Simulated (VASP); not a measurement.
A run of VASP 6.6.1 is set up as follows.

File INCAR:

```
PREC = Normal
ENCUT = 450
EDIFF = 1E-6
ISMEAR = 0
SIGMA = 0.01
LREAL = Auto
LASPH = T
NELM = 80
ALGO = Normal
ISIF = 2
LWAVE = F
LCHARG = F
GGA = PE
IBRION = 2
NSW = 70
EDIFFG = -0.025
ICORELEVEL = 1
NELECT = 312.0
ISYM = 0
KPAR = 4
NCORE = 2
```

Contents of KPOINTS:

```
Automatic mesh
0
Monkhorst-Pack
  2 2 2
```

Contents of POSCAR:

```
Sr8Ti8O23
1.0
    7.8804100000      0.0000000000      0.0000000000
    0.0000000000     -7.8804100000      0.0000000000
    0.0000000000      0.0000000000     -7.8804100000
Sr Ti O
8 8 23
Direct
    0.2500000000      0.2500000000      0.2500000000
    0.2500000000      0.2500000000      0.7500000000
    0.2500000000      0.7500000000      0.2500000000
    0.2500000000      0.7500000000      0.7500000000
    0.7500000000      0.2500000000      0.2500000000
    0.7500000000      0.2500000000      0.7500000000
    0.7500000000      0.7500000000      0.2500000000
    0.7500000000      0.7500000000      0.7500000000
    0.0167117500      0.4868531300      0.4988814300
    0.0000000000      0.5000000000      0.0000000000
    0.0000000000      0.0000000000      0.5000000000
    0.0000000000      0.0000000000      0.0000000000
    0.5038936000      0.4898688800      0.4969593900
    0.5000000000      0.5000000000      0.0000000000
    0.5000000000      0.0000000000      0.5000000000
    0.5000000000      0.0000000000      0.0000000000
    0.2500000000      0.5000000000      0.0000000000
    0.2500000000      0.0000000000      0.5000000000
    0.2500000000      0.0000000000      0.0000000000
    0.7500000000      0.5000000000      0.5000000000
    0.7500000000      0.5000000000      0.0000000000
    0.7500000000      0.0000000000      0.5000000000
    0.7500000000      0.0000000000      0.0000000000
    0.0000000000      0.2500000000      0.5000000000
    0.0000000000      0.2500000000      0.0000000000
    0.0000000000      0.7500000000      0.5000000000
    0.0000000000      0.7500000000      0.0000000000
    0.5000000000      0.2500000000      0.5000000000
    0.5000000000      0.2500000000      0.0000000000
    0.5000000000      0.7500000000      0.5000000000
    0.5000000000      0.7500000000      0.0000000000
    0.0000000000      0.5000000000      0.2500000000
    0.0000000000      0.5000000000      0.7500000000
    0.0000000000      0.0000000000      0.2500000000
    0.0000000000      0.0000000000      0.7500000000
    0.5000000000      0.5000000000      0.2500000000
    0.5000000000      0.5000000000      0.7500000000
    0.5000000000      0.0000000000      0.2500000000
    0.5000000000      0.0000000000      0.7500000000
```

Potentials or basis: VASP PAW PBE potentials, release 64 (Sr_sv, Ti_sv, O).

The run is started by

```sh
$ cat potpaw_PBE.64/Sr_sv/POTCAR potpaw_PBE.64/Ti_sv/POTCAR potpaw_PBE.64/O/POTCAR > POTCAR
$ mpirun -np 8 vasp_std > vasp.out
```

Q: What does it give for the energy gained by relaxing?

A: 70.0 meV/atom.

Final structure:
```xyz
39
Lattice="7.8804 0.0000 0.0000 0.0000 -7.8804 0.0000 0.0000 0.0000 -7.8804" Properties=species:S:1:pos:R:3 pbc="T T T"
Sr    1.9726   -1.8981   -1.9068
Sr    1.9720   -1.8965   -5.9710
Sr    1.9737   -5.9684   -1.8992
Sr    1.9731   -5.9700   -5.9786
Sr    5.9126   -1.8919   -1.9022
Sr    5.9128   -1.8909   -5.9743
Sr    5.9125   -5.9673   -1.8980
Sr    5.9127   -5.9683   -5.9785
Ti    7.7513   -3.9225   -3.9378
Ti    0.0316   -3.9341   -7.8769
Ti    0.0314   -7.8531   -3.9387
Ti    0.0015   -7.8747   -7.8793
Ti    4.0818   -3.9250   -3.9362
Ti    3.9098   -3.9331   -7.8738
Ti    3.9097   -7.8578   -3.9393
Ti    3.9463   -7.8747   -7.8795
O     1.9755   -3.9394   -7.8799
O     1.9754   -7.8773   -3.9401
O     1.9729   -7.8787   -7.8801
O     5.9171   -3.9290   -3.9375
O     5.9167   -3.9396   -7.8799
O     5.9164   -7.8767   -3.9402
O     5.9123   -7.8785   -7.8801
O     0.1520   -2.0293   -3.9408
O     7.8713   -1.9739   -7.8803
O     0.1455   -5.8578   -3.9408
O     7.8716   -5.9059   -7.8803
O     3.8024   -2.0284   -3.9414
O     3.9561   -1.9740   -7.8801
O     3.8081   -5.8560   -3.9414
O     3.9559   -5.9057   -7.8800
O     0.1505   -3.9444   -2.0269
O     0.1492   -3.9445   -5.8542
O     7.8713   -7.8789   -1.9740
O     7.8714   -7.8789   -5.9065
O     3.8048   -3.9433   -2.0275
O     3.8062   -3.9433   -5.8549
O     3.9561   -7.8786   -1.9742
O     3.9561   -7.8786   -5.9063
```
